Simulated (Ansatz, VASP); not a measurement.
# Cross-check of GaP between VASP and Ansatz, part 2 of 2

Wanted: the spread between two codes on one cell, functional and k mesh. The cell is taken from a series of runs on this material, whose earlier steps may have relaxed, scaled, displaced or heated it; both programs get it as it stands.

VASP 6.6.1 and Ansatz 0.2.0.

So far. Step 2 (VASP: single point, PBE, spin-orbit coupling, pair 1): The run ends at a pressure of 5.23 GPa.

### Step 3. Ansatz: single point, PBE, spin-orbit coupling, pair 1

Level of this step: Ansatz beside VASP: Kohn-Sham DFT, plane waves, PBE, spin-orbit coupling (Ansatz).

Ansatz runs on its fully relativistic PAW (standard-fr) files.

The same cell, functional, mesh and smearing now go to Ansatz, which takes its cutoff from its data sets.

File input.yaml:

```yaml
crystal:
  lattice:
    - [0.0, 2.6956501222, 2.6956501222]
    - [2.6956501222, 0.0, 2.6956501222]
    - [2.6956501222, 2.6956501222, 0.0]
  atoms:
    - { symbol: Ga, position: [0.0, 0.0, 0.0] }
    - { symbol: P, position: [0.75, 0.75, 0.75] }
kpoints:
  mp_grid: { grid: [8, 8, 8] }
hamiltonian:
  xc: pbe
  pseudopotentials: { kind: paw_fr }
scf:
  occupations: { method: gaussian, width: 0.01 }
  n_extra_bands: 16
output:
  eigenvalues: true
  eigenstates:
    kpoints:
      - [0.0, 0.428343125, 0.428343125]
      - [0.0, 0.431775333, 0.431775333]
      - [0.003432208, 0.428343125, 0.431775333]
      - [0.003432208, 0.431775333, 0.428343125]
      - [0.002426938, 0.430770063, 0.433197001]
      - [-0.002426938, 0.430770063, 0.428343125]
      - [0.002426938, 0.433197001, 0.430770063]
      - [-0.002426938, 0.428343125, 0.430770063]
      - [0.004853876, 0.430770063, 0.430770063]
      - [0.0, 0.425916187, 0.430770063]
      - [0.003963173, 0.432306298, 0.432306298]
      - [0.0, 0.428343125, 0.432306298]
      - [0.0, 0.432306298, 0.428343125]
      - [0.003963173, 0.428343125, 0.428343125]
      - [0.0, 0.424910917, 0.424910917]
      - [-0.003432208, 0.428343125, 0.424910917]
      - [-0.003432208, 0.424910917, 0.428343125]
      - [-0.002426938, 0.425916187, 0.42348925]
      - [0.002426938, 0.425916187, 0.428343125]
      - [-0.002426938, 0.42348925, 0.425916187]
      - [0.002426938, 0.428343125, 0.425916187]
      - [-0.004853876, 0.425916187, 0.425916187]
      - [0.0, 0.430770063, 0.425916187]
      - [-0.003963173, 0.424379952, 0.424379952]
      - [0.0, 0.428343125, 0.424379952]
      - [0.0, 0.424379952, 0.428343125]
      - [-0.003963173, 0.428343125, 0.428343125]
      - [0.0, 0.441213906, 0.441213906]
      - [0.012870781, 0.428343125, 0.441213906]
      - [0.012870781, 0.441213906, 0.428343125]
      - [0.009101017, 0.437444142, 0.446545158]
      - [-0.009101017, 0.437444142, 0.428343125]
      - [0.009101017, 0.446545158, 0.437444142]
      - [-0.009101017, 0.428343125, 0.437444142]
      - [0.018202033, 0.437444142, 0.437444142]
      - [0.0, 0.419242108, 0.437444142]
      - [0.014861898, 0.443205023, 0.443205023]
      - [0.0, 0.428343125, 0.443205023]
      - [0.0, 0.443205023, 0.428343125]
      - [0.014861898, 0.428343125, 0.428343125]
      - [0.0, 0.415472344, 0.415472344]
      - [-0.012870781, 0.428343125, 0.415472344]
      - [-0.012870781, 0.415472344, 0.428343125]
      - [-0.009101017, 0.419242108, 0.410141092]
      - [0.009101017, 0.419242108, 0.428343125]
      - [-0.009101017, 0.410141092, 0.419242108]
      - [0.009101017, 0.428343125, 0.419242108]
      - [-0.018202033, 0.419242108, 0.419242108]
      - [0.0, 0.437444142, 0.419242108]
      - [-0.014861898, 0.413481227, 0.413481227]
      - [0.0, 0.428343125, 0.413481227]
      - [0.0, 0.413481227, 0.428343125]
      - [-0.014861898, 0.428343125, 0.428343125]
      - [0.0, 0.0, -0.5]
      - [0.0, 0.003432208, -0.496567792]
      - [0.003432208, 0.0, -0.496567792]
      - [0.003432208, 0.003432208, -0.5]
      - [0.002426938, 0.002426938, -0.495146124]
      - [-0.002426938, 0.002426938, -0.5]
      - [0.002426938, 0.004853876, -0.497573062]
      - [-0.002426938, 0.0, -0.497573062]
      - [0.004853876, 0.002426938, -0.497573062]
      - [0.0, -0.002426938, -0.497573062]
      - [0.003963173, 0.003963173, -0.496036827]
      - [0.0, 0.0, -0.496036827]
      - [0.0, 0.003963173, -0.5]
      - [0.003963173, 0.0, -0.5]
      - [0.0, -0.003432208, -0.503432208]
      - [-0.003432208, 0.0, -0.503432208]
      - [-0.003432208, -0.003432208, -0.5]
      - [-0.002426938, -0.002426938, -0.504853876]
      - [0.002426938, -0.002426938, -0.5]
      - [-0.002426938, -0.004853876, -0.502426938]
      - [0.002426938, 0.0, -0.502426938]
      - [-0.004853876, -0.002426938, -0.502426938]
      - [0.0, 0.002426938, -0.502426938]
      - [-0.003963173, -0.003963173, -0.503963173]
      - [0.0, 0.0, -0.503963173]
      - [0.0, -0.003963173, -0.5]
      - [-0.003963173, 0.0, -0.5]
      - [0.0, 0.012870781, -0.487129219]
      - [0.012870781, 0.0, -0.487129219]
      - [0.012870781, 0.012870781, -0.5]
      - [0.009101017, 0.009101017, -0.481797967]
      - [-0.009101017, 0.009101017, -0.5]
      - [0.009101017, 0.018202033, -0.490898983]
      - [-0.009101017, 0.0, -0.490898983]
      - [0.018202033, 0.009101017, -0.490898983]
      - [0.0, -0.009101017, -0.490898983]
      - [0.014861898, 0.014861898, -0.485138102]
      - [0.0, 0.0, -0.485138102]
      - [0.0, 0.014861898, -0.5]
      - [0.014861898, 0.0, -0.5]
      - [0.0, -0.012870781, -0.512870781]
      - [-0.012870781, 0.0, -0.512870781]
      - [-0.012870781, -0.012870781, -0.5]
      - [-0.009101017, -0.009101017, -0.518202033]
      - [0.009101017, -0.009101017, -0.5]
      - [-0.009101017, -0.018202033, -0.509101017]
      - [0.009101017, 0.0, -0.509101017]
      - [-0.018202033, -0.009101017, -0.509101017]
      - [0.0, 0.009101017, -0.509101017]
      - [-0.014861898, -0.014861898, -0.514861898]
      - [0.0, 0.0, -0.514861898]
      - [0.0, -0.014861898, -0.5]
      - [-0.014861898, 0.0, -0.5]
      - [0.0, 0.0, 0.0]
      - [0.0, 0.003432208, 0.003432208]
      - [0.003432208, 0.0, 0.003432208]
      - [0.003432208, 0.003432208, 0.0]
      - [0.002426938, 0.002426938, 0.004853876]
      - [-0.002426938, 0.002426938, 0.0]
      - [0.002426938, 0.004853876, 0.002426938]
      - [-0.002426938, 0.0, 0.002426938]
      - [0.004853876, 0.002426938, 0.002426938]
      - [0.0, -0.002426938, 0.002426938]
      - [0.003963173, 0.003963173, 0.003963173]
      - [0.0, 0.0, 0.003963173]
      - [0.0, 0.003963173, 0.0]
      - [0.003963173, 0.0, 0.0]
      - [0.0, -0.003432208, -0.003432208]
      - [-0.003432208, 0.0, -0.003432208]
      - [-0.003432208, -0.003432208, 0.0]
      - [-0.002426938, -0.002426938, -0.004853876]
      - [0.002426938, -0.002426938, 0.0]
      - [-0.002426938, -0.004853876, -0.002426938]
      - [0.002426938, 0.0, -0.002426938]
      - [-0.004853876, -0.002426938, -0.002426938]
      - [0.0, 0.002426938, -0.002426938]
      - [-0.003963173, -0.003963173, -0.003963173]
      - [0.0, 0.0, -0.003963173]
      - [0.0, -0.003963173, 0.0]
      - [-0.003963173, 0.0, 0.0]
      - [0.0, 0.012870781, 0.012870781]
      - [0.012870781, 0.0, 0.012870781]
      - [0.012870781, 0.012870781, 0.0]
      - [0.009101017, 0.009101017, 0.018202033]
      - [-0.009101017, 0.009101017, 0.0]
      - [0.009101017, 0.018202033, 0.009101017]
      - [-0.009101017, 0.0, 0.009101017]
      - [0.018202033, 0.009101017, 0.009101017]
      - [0.0, -0.009101017, 0.009101017]
      - [0.014861898, 0.014861898, 0.014861898]
      - [0.0, 0.0, 0.014861898]
      - [0.0, 0.014861898, 0.0]
      - [0.014861898, 0.0, 0.0]
      - [0.0, -0.012870781, -0.012870781]
      - [-0.012870781, 0.0, -0.012870781]
      - [-0.012870781, -0.012870781, 0.0]
      - [-0.009101017, -0.009101017, -0.018202033]
      - [0.009101017, -0.009101017, 0.0]
      - [-0.009101017, -0.018202033, -0.009101017]
      - [0.009101017, 0.0, -0.009101017]
      - [-0.018202033, -0.009101017, -0.009101017]
      - [0.0, 0.009101017, -0.009101017]
      - [-0.014861898, -0.014861898, -0.014861898]
      - [0.0, 0.0, -0.014861898]
      - [0.0, -0.014861898, 0.0]
      - [-0.014861898, 0.0, 0.0]
      - [0.0, 0.0, 0.0]
      - [0.0, 0.003432208, 0.003432208]
      - [0.003432208, 0.0, 0.003432208]
      - [0.003432208, 0.003432208, 0.0]
      - [0.002426938, 0.002426938, 0.004853876]
      - [-0.002426938, 0.002426938, 0.0]
      - [0.002426938, 0.004853876, 0.002426938]
      - [-0.002426938, 0.0, 0.002426938]
      - [0.004853876, 0.002426938, 0.002426938]
      - [0.0, -0.002426938, 0.002426938]
      - [0.003963173, 0.003963173, 0.003963173]
      - [0.0, 0.0, 0.003963173]
      - [0.0, 0.003963173, 0.0]
      - [0.003963173, 0.0, 0.0]
      - [0.0, -0.003432208, -0.003432208]
      - [-0.003432208, 0.0, -0.003432208]
      - [-0.003432208, -0.003432208, 0.0]
      - [-0.002426938, -0.002426938, -0.004853876]
      - [0.002426938, -0.002426938, 0.0]
      - [-0.002426938, -0.004853876, -0.002426938]
      - [0.002426938, 0.0, -0.002426938]
      - [-0.004853876, -0.002426938, -0.002426938]
      - [0.0, 0.002426938, -0.002426938]
      - [-0.003963173, -0.003963173, -0.003963173]
      - [0.0, 0.0, -0.003963173]
      - [0.0, -0.003963173, 0.0]
      - [-0.003963173, 0.0, 0.0]
      - [0.0, 0.012870781, 0.012870781]
      - [0.012870781, 0.0, 0.012870781]
      - [0.012870781, 0.012870781, 0.0]
      - [0.009101017, 0.009101017, 0.018202033]
      - [-0.009101017, 0.009101017, 0.0]
      - [0.009101017, 0.018202033, 0.009101017]
      - [-0.009101017, 0.0, 0.009101017]
      - [0.018202033, 0.009101017, 0.009101017]
      - [0.0, -0.009101017, 0.009101017]
      - [0.014861898, 0.014861898, 0.014861898]
      - [0.0, 0.0, 0.014861898]
      - [0.0, 0.014861898, 0.0]
      - [0.014861898, 0.0, 0.0]
      - [0.0, -0.012870781, -0.012870781]
      - [-0.012870781, 0.0, -0.012870781]
      - [-0.012870781, -0.012870781, 0.0]
      - [-0.009101017, -0.009101017, -0.018202033]
      - [0.009101017, -0.009101017, 0.0]
      - [-0.009101017, -0.018202033, -0.009101017]
      - [0.009101017, 0.0, -0.009101017]
      - [-0.018202033, -0.009101017, -0.009101017]
      - [0.0, 0.009101017, -0.009101017]
      - [-0.014861898, -0.014861898, -0.014861898]
      - [0.0, 0.0, -0.014861898]
      - [0.0, -0.014861898, 0.0]
      - [-0.014861898, 0.0, 0.0]
magnetization:
  noncollinear: true
  spin_orbit: true
checkpoint:
  read: start.run
  write: ck
  compress: false
  write_wavefunctions: false
  write_every: 100000
```

The run is started by

```bash
> ansatz run input.yaml --threads 2 --pin off --max-ram 5120MiB --backend cpu --events-out ev --progress --plain --runs-dir out
```

Numbers of over 12 decimals in the logs are rounded to 6 here.

The program printed:

```text
Warning: checkpoint.read: basis.xc_grid differs: saved 2, current 1 (points along each axis for each point of the dense box; where the key is left out runs that use forces, runs that use the stress, dielectric runs by a finite field, finite-displacement phonons, runs of phonons.displacement_patterns under a GGA or a meta-GGA, phonons by method: dfpt, dielectric runs by the response, runs on support functions, runs on [...]
scf.n_extra_bands = 16 over 18 filled bands (N_el = 18.0): the run solves 34 bands
Engine: ansatz 0.2.0, aarch64-unknown-linux-gnu
Pseudopotentials: kind: paw_fr
Pseudopotential: Ga, paw_fr, valence charge 13, recommended cutoff 420 eV (normal), Ga.paw.azcp#standard-fr
Pseudopotential: P, paw_fr, valence charge 5, recommended cutoff 420 eV (normal), P.paw.azcp#standard-fr
Functional definition: PBE
  parameter kappa = 0.804
  parameter beta = 0.066725
  exchange = pbe_x(kappa = kappa, mu = beta*pi^2/3)
  correlation = pbe_c(beta = beta)
non-collinear run that drives no moment, with spin-orbit: no starting moment large enough to seed its density (crystal.atoms[].spin), no starting occupations that ask for one, no magnetisation constraint and no magnetic field, so the semilocal B_xc is pinned to zero
Crystal: 2 atoms, lattice volume = 39.176 Å³
Basis set: ecut = 420 eV, 749 PW (Γ)
Bands: 34, of which v1, the nominal top of the filled ones, is band 18 counted from 1 (17 counted from 0)
Symmetry: 24 space group operations + 24 with time reversal
Magnetic group: BNS 216.75 (UNI 1577), of the structure as read, at distance tolerance 3.4e-5 Å
k-points: 29 of 512 (time reversal used)
Projection manifold: j_resolved (fully-relativistic pseudo-atomic orbitals)
Non-local potential: Ga, projectors of the file, l = 0: 2, l = 1: 4, l = 2: 6, l = 3: 2
Non-local potential: P, projectors of the file, l = 0: 2, l = 1: 4, l = 2: 4
PAW form: soft (Blöchl's): semilocal exchange-correlation on the pseudo side does not see the compensation charge
PAW one-centre angular grid: Ga, 590 points (default); XC on 64 Gauss nodes
PAW one-centre angular grid: P, 110 points (default); XC on 64 Gauss nodes
Initial density: read from a saved state, or passed on in memory by an earlier SCF of this step, an earlier step, the calling program or the single point that the run made first
Initial wavefunctions: pseudopotential atomic-orbital guess
Functional: x = pbe(κ = 0.804, μ = 0.219515), c = pbe(β = 0.066725)
iter 1 solved again at ethr=2.34e-6 eV; its pass at ethr=3.10e-3 eV (dr2=4.22e-4 eV) is discarded
SCF iter   1: F=—  HF=-4539.599298 eV  |F-HF|=—  |Δ(HF+E_count)|=         —  Δρ=8.46e-6  dr2=3.04e-8  dr2_m=0.00e0 (ungated)  ethr=2.34e-6  |M|=0.00e0 ∫|m|=0.00e0 μB  |m|>n=0.0e0 m-floor=0.0e0 τ_xc=0.0e0  β_m=0.30  ⟨swp⟩=4.2  Hψ=10053  notcnv=0  defer=2
eigensolver tolerance schedule: the retry pair's looser diagonalisation over-reported the residual by 13851.02 of it (diagonalisation noise at an unbounded share of the residual, at the tolerance the schedule requests for it); recorded, not acted on — ethr = c·dr2/N_el stays at c = 1.0e-1
preconditioner: auto → none  [insulator: Δε(μ)=1.556 eV  Ē_g=18.989 eV  σ=0.010 eV  W_gap=1.00  n_scr=14 (ndim 8)  ℏωp=25.2 eV  f_vac=0.006  D(μ)=0.00/eV (n_scr^D=0)  ε∞_Penn≈2.8]
SCF iter   2: F=—  HF=-4539.599296 eV  |F-HF|=—  |Δ(HF+E_count)|=   1.42e-6  Δρ=4.70e-6  dr2=6.61e-9  dr2_m=0.00e0 (ungated)  ethr=1.69e-10  |M|=0.00e0 ∫|m|=0.00e0 μB  |m|>n=0.0e0 m-floor=0.0e0 τ_xc=0.0e0  β_m=0.39  ⟨swp⟩=5.9  Hψ=3710  notcnv=0
SCF iter   3: F=-4539.599296 eV  HF=-4539.599296 eV  |F-HF|=3.13e-9  |Δ(HF+E_count)|=   7.79e-9  Δρ=2.33e-6  dr2=1.36e-9  dr2_m=0.00e0 (ungated)  ethr=3.67e-11  |M|=0.00e0 ∫|m|=0.00e0 μB  |m|>n=0.0e0 m-floor=0.0e0 τ_xc=0.0e0  ⟨swp⟩=1.0  Hψ=2297  notcnv=0
SCF 1 converged in 3 iterations: F = -4539.599296 eV  dr2 = 1.36e-9
  greatest PAW one-centre occupation: 0.994 electrons in one spin orbital (limit 2), on the Ga atom at site 0 (counted from 0), in its partial waves of l = 2
NSCF: frozen V_eff on 212 k-points
SCF converged after 3 iterations
Magnetization: |M| = 0.0000 μB,  M = (+0.0000, +0.0000, +0.0000) μB
Absolute magnetization: 0.0000 μB (∫|m|)
  site 0: m = (+0.0000, +0.0000, +0.0000) μB, |m| = 0.0000 μB  (R = 0.96 Å)
  site 1: m = (+0.0000, +0.0000, +0.0000) μB, |m| = 0.0000 μB  (R = 0.96 Å)
Free energy (F): -4539.599296 eV
Harris-Foulkes:  -4539.599296 eV  (|F-HF|=3.13e-9)
Internal energy: -4539.599296 eV  (E = F + TS)
E sigma→0 (E₀):  -4539.599296 eV
Fermi energy:    8.313347 eV
--- Per-component energies (eV) ---
  E_band       = -52.086276
  E_kinetic    = 187.391797
  E_local      = -2178.301705  (includes V_loc(G=0)·N_el)
  E_nonlocal   = 458.946293
  E_hartree    = 1009.120312
  E_xc         = -131.336271
  E_vxc        = -119.760053  (∫ρ·V_xc dr)
  E_paw        = -2558.361018  (= ΣΔE_a)
  E_vpaw       = -418.602817  (= ΣTr[D̂ρ^β])
  E_aug_tail   = -0.000121  (compensation charges beyond the density's cutoff)
  E_ewald      = -1327.058584
  E_smearing   = -0.000000  (= −TS)
  E_closure    = 0.000000  (closes the sum)
  Σ components = -4539.599296   (vs F -4539.599296, Δ=0.00e0)
--- Band table (eV; the first three rows and the last of 29) ---
  k-point 0: bands = [... 14 lower, 7.5355, 7.5355, 7.5355, 7.5355, 9.6090, 9.6090, 11.2679, 11.2679, ... 12 higher]
  k-point 1: bands = [... 14 lower, 7.2348, 7.2348, 7.2933, 7.2972, 10.1361, 10.1361, 11.6834, 11.6834, ... 12 higher]
  k-point 2: bands = [... 14 lower, 6.7792, 6.7792, 6.8432, 6.8480, 9.7772, 9.7772, 12.2133, 12.2133, ... 12 higher]
  k-point 28: bands = [... 14 lower, 3.7640, 3.7822, 3.9007, 3.9515, 12.2114, 12.2156, 12.4976, 12.5254, ... 12 higher]
```

### Step 4. Differences

Known differences besides the potentials themselves: spin-orbit coupling enters by fully relativistic files in Ansatz and inside the spheres in VASP; the cutoff is 420 eV in Ansatz and 400 eV in VASP. Total energies have different zeros and are not compared.

The two programs side by side:

```tsv
quantity	Ansatz	VASP	difference
gap on the k mesh (eV)	1.556	1.557	-0.001
```

A gap on the mesh is an upper bound, since the band edges may lie between its points.

### Step 5. VASP: single point, PBE, spin-orbit coupling, pair 2

A single point gives forces, pressure and levels at one fixed geometry, so differences don't come from the geometry; what else differs is listed under the comparison.

File INCAR:

```
SYSTEM = GaP
PREC = Accurate
ENCUT = 400
EDIFF = 1E-06
NELM = 200
ISMEAR = 0
SIGMA = 0.01
LREAL = .FALSE.
ALGO = Normal
GGA = PE
LNONCOLLINEAR = .TRUE.
MAGMOM = 0 0 0 0 0 0
NBANDS = 30
GGA_COMPAT = .FALSE.
LASPH = .TRUE.
LSORBIT = .TRUE.
LORBIT = 11
LWAVE = .FALSE.
LCHARG = .FALSE.
ISIF = 2
EFERMI = MIDGAP
```

File POSCAR:

```
GaP
1.0
    0.0000000000      2.6956501222      2.6956501222
    2.6956501222      0.0000000000      2.6956501222
    2.6956501222      2.6956501222      0.0000000000
Ga P
1 1
Direct
    0.0000000000      0.0000000000      0.0000000000
    0.7500000000      0.7500000000      0.7500000000
```

File KPOINTS:

```
Automatic mesh
0
Gamma
8 8 8
0 0 0
```

The projector-augmented-wave data sets are Ga_d and P (PBE family, release 64).

The run is started by

```bash
> mpirun -np 1 vasp_ncl
```

The program printed:

```text
[... set-up lines as in an earlier step ...]
 entering main loop
       N       E                     dE             d eps       ncg     rms          rms(c)
[... 13 cycles as in an earlier step ...]
   1 F= -.90888115E+01 E0= -.90888115E+01  d E =0.000000E+00  mag=     0.0000    -0.0000    -0.0000
```

OUTCAR, selected parts (step 5):

```text
[... 9 parts as in an earlier step ...]

[... 1 further part left out ...]
[key lines of the parts left out:]
E-fermi :   5.7985
```

The run ends at a pressure of 5.23 GPa.

### Step 6. Ansatz: single point, PBE, spin-orbit coupling, pair 2

The same cell, functional, mesh and smearing now go to Ansatz, which takes its cutoff from its data sets.

The cell is taken from a series of runs on this material, whose earlier steps may have relaxed, scaled, displaced or heated it; both programs get it as it stands.

input.yaml, the sections that differ from step 3:

```yaml
kpoints:
  mp_grid: { grid: [8, 8, 8] }
  band_path:
    path:
      - [[0.0, 0.0, 0.0], [-0.5, -0.5, 0.0], [-0.375, -0.375, 0.25]]
      - [[-0.375, 0.0, 0.375], [0.0, 0.0, 0.0], [0.0, 0.0, 0.5], [-0.5, -0.25, 0.25], [-0.5, -0.5, 0.0]]
    npoints: 8
output:
  eigenvalues: true
  boltztrap: { nscf_kmesh: [18, 18, 18] }
# crystal, hamiltonian, scf, magnetization, checkpoint: as in step 3
```

The run is started by

```bash
> ansatz run input.yaml --threads 2 --pin off --max-ram 5120MiB --backend cpu --events-out ev --progress --plain --runs-dir out
```

The program printed:

```text
[...]
Crystal: 2 atoms, lattice volume = 39.176 Å³
Basis set: ecut = 420 eV, 749 PW (Γ)
Bands: 34, of which v1, the nominal top of the filled ones, is band 18 counted from 1 (17 counted from 0)
Symmetry: 24 space group operations + 24 with time reversal
[...]
k-points: 29 of 512 (time reversal used)
[...]
k-point 0: bands = [... 14 lower, 7.5355, 7.5355, 7.5355, 7.5355, 9.6090, 9.6090, 11.2679, 11.2679, ... 12 higher]
  k-point 1: bands = [... 14 lower, 7.2348, 7.2348, 7.2933, 7.2972, 10.1361, 10.1361, 11.6834, 11.6834, ... 12 higher]
  k-point 2: bands = [... 14 lower, 6.7792, 6.7792, 6.8432, 6.8480, 9.7772, 9.7772, 12.2133, 12.2133, ... 12 higher]
  k-point 28: bands = [... 14 lower, 3.7640, 3.7822, 3.9007, 3.9515, 12.2114, 12.2156, 12.4976, 12.5254, ... 12 higher]
[key lines of the parts left out:]
SCF converged after 3 iterations
Magnetization: |M| = 0.0000 μB,  M = (+0.0000, +0.0000, +0.0000) μB
Free energy (F): -4539.599296 eV
Fermi energy:    8.313347 eV
```

### Step 7. Side by side

Compared:

```tsv
quantity	Ansatz	VASP	difference
gap on the k mesh (eV)	1.556	1.557	-0.001
```

A gap on the mesh is an upper bound, since the band edges may lie between its points.

### Step 8. Outcome

```yaml
difference_in_gap_on_the_k_mesh_single_point_pbe_spin_orbit_coupling_pair_1: -9.5e-4 eV
difference_in_gap_on_the_k_mesh_single_point_pbe_spin_orbit_coupling_pair_2: -9.5e-4 eV
```

What this shows: The difference in gap on the k mesh is -9.5e-4 eV (single point, PBE, spin-orbit coupling, pair 1), within the 0.08 eV picked in this series as the mark of a large difference. 2 further runs of this series are not shown here. How closely two codes agree says nothing of how well the functional describes the real material.

[Lines on the potential files, build, host, timing and source positions are cut from VASP's logs without a mark.]

[Logs are printed without paths, hosts, clocks, repeated set-up lines and the standing remarks that a program may print on its own settings, such as how far it seeks lower states.]

[Hosts, paths, dates, database ids (printed as entryN), source tags and the programs' standing remarks are cut or masked in the printed files.]
